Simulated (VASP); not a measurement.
OSZICAR of a VASP run on SiO$_{2}$ (rutile):

OSZICAR:
```
       N       E                     dE             d eps       ncg     rms          rms(c)
DAV:   1     0.169061011150E+03    0.16906E+03   -0.17989E+04  1200   0.152E+03
DAV:   2    -0.428879495693E+02   -0.21195E+03   -0.20304E+03  1636   0.321E+02
DAV:   3    -0.506836605459E+02   -0.77957E+01   -0.77673E+01  1436   0.661E+01
DAV:   4    -0.507511453064E+02   -0.67485E-01   -0.67401E-01  1420   0.696E+00
DAV:   5    -0.507520271577E+02   -0.88185E-03   -0.88163E-03  1404   0.764E-01    0.162E+01
DAV:   6    -0.461922560960E+02    0.45598E+01   -0.18894E+01  1312   0.302E+01    0.710E+00
DAV:   7    -0.462207410872E+02   -0.28485E-01   -0.43321E-01  1396   0.486E+00    0.280E+00
DAV:   8    -0.462336126407E+02   -0.12872E-01   -0.17267E-02  1336   0.136E+00    0.108E+00
DAV:   9    -0.462403745019E+02   -0.67619E-02   -0.89758E-03  1400   0.102E+00    0.268E-01
DAV:  10    -0.462406231342E+02   -0.24863E-03   -0.12977E-03  1404   0.287E-01    0.629E-02
DAV:  11    -0.462405508596E+02    0.72275E-04   -0.31806E-04  1388   0.134E-01    0.872E-03
DAV:  12    -0.462405528276E+02   -0.19680E-05   -0.15319E-05  1424   0.283E-02    0.612E-03
DAV:  13    -0.462405523978E+02    0.42976E-06   -0.35349E-06  1392   0.139E-02    0.366E-03
DAV:  14    -0.462405524538E+02   -0.55996E-07   -0.12973E-07   832   0.308E-03
   1 F= -.47758595E+02 E0= -.47758595E+02  d E =-.477586E+02
       N       E                     dE             d eps       ncg     rms          rms(c)
DAV:   1    -0.462510684605E+02   -0.10516E-01   -0.72629E+00  1216   0.228E+01    0.834E-01
DAV:   2    -0.462636650754E+02   -0.12597E-01   -0.20919E-01  1428   0.358E+00    0.414E-01
DAV:   3    -0.462590118326E+02    0.46532E-02   -0.41502E-03  1400   0.682E-01    0.176E-01
DAV:   4    -0.462583493692E+02    0.66246E-03   -0.34775E-03  1396   0.514E-01    0.430E-02
DAV:   5    -0.462583627625E+02   -0.13393E-04   -0.59906E-04  1360   0.216E-01    0.221E-02
DAV:   6    -0.462583513617E+02    0.11401E-04   -0.32392E-05  1352   0.589E-02    0.952E-03
DAV:   7    -0.462583515531E+02   -0.19139E-06   -0.28126E-06  1380   0.136E-02    0.442E-03
DAV:   8    -0.462583514784E+02    0.74745E-07   -0.92016E-07  1368   0.100E-02
   2 F= -.47776174E+02 E0= -.47776174E+02  d E =-.175796E-01
       N       E                     dE             d eps       ncg     rms          rms(c)
DAV:   1    -0.462585182758E+02   -0.16672E-03   -0.16509E-01  1208   0.344E+00    0.124E-01
DAV:   2    -0.462587946519E+02   -0.27638E-03   -0.46924E-03  1428   0.536E-01    0.628E-02
DAV:   3    -0.462586881016E+02    0.10655E-03   -0.97564E-05  1392   0.104E-01    0.260E-02
DAV:   4    -0.462586747643E+02    0.13337E-04   -0.77599E-05  1396   0.762E-02    0.665E-03
DAV:   5    -0.462586753315E+02   -0.56715E-06   -0.16999E-05  1364   0.374E-02    0.457E-03
DAV:   6    -0.462586745877E+02    0.74382E-06   -0.19813E-06  1336   0.153E-02    0.142E-03
DAV:   7    -0.462586746390E+02   -0.51313E-07   -0.21456E-07   992   0.341E-03
   3 F= -.47776471E+02 E0= -.47776471E+02  d E =-.178762E-01
       N       E                     dE             d eps       ncg     rms          rms(c)
DAV:   1    -0.462640758752E+02   -0.54013E-02   -0.38142E-01  1296   0.543E+00    0.452E-01
DAV:   2    -0.462615697355E+02    0.25061E-02   -0.44855E-03  1388   0.569E-01    0.254E-01
DAV:   3    -0.462601925206E+02    0.13772E-02   -0.17349E-03  1400   0.370E-01    0.158E-02
DAV:   4    -0.462602053957E+02   -0.12875E-04   -0.13522E-04  1348   0.915E-02    0.145E-02
DAV:   5    -0.462602054470E+02   -0.51364E-07   -0.28559E-06  1380   0.169E-02    0.354E-03
DAV:   6    -0.462602055803E+02   -0.13324E-06   -0.87468E-07  1352   0.765E-03    0.187E-03
DAV:   7    -0.462602055573E+02    0.22988E-07   -0.41269E-08   728   0.214E-03
   4 F= -.47777827E+02 E0= -.47777827E+02  d E =-.135624E-02
       N       E                     dE             d eps       ncg     rms          rms(c)
DAV:   1    -0.462607197714E+02   -0.51419E-03   -0.30338E-02  1296   0.153E+00    0.128E-01
DAV:   2    -0.462605182371E+02    0.20153E-03   -0.35776E-04  1388   0.161E-01    0.717E-02
DAV:   3    -0.462604076491E+02    0.11059E-03   -0.13820E-04  1400   0.104E-01    0.446E-03
DAV:   4    -0.462604088692E+02   -0.12201E-05   -0.10831E-05  1348   0.259E-02    0.419E-03
DAV:   5    -0.462604090332E+02   -0.16398E-06   -0.23153E-07   956   0.504E-03    0.790E-04
DAV:   6    -0.462604090751E+02   -0.41899E-07   -0.75751E-08   700   0.228E-03
   5 F= -.47778079E+02 E0= -.47778079E+02  d E =-.160855E-02
```

Problem. Which electronic solver shows in the log?

Solution. It is blocked Davidson (ALGO = Normal, or the opening steps of other solvers). The INCAR had ALGO = Normal.

Problem. Can the final energy be trusted as converged?

Solution. The run converged. It stopped with EDIFF = 1E-7, NELM = 100, NSW = 30 and EDIFFG = -0.01 after 5 ionic steps (PBE GGA with D4 dispersion, plane waves, VASP's PBE PAW potentials (set 64)).

The compound is SiO2 in the rutile structure, stishovite, a high-pressure form. This cell is one point of a volume scan, at 1.06 of the reference volume. Symmetry was kept, so distortions that lower it aren't found.
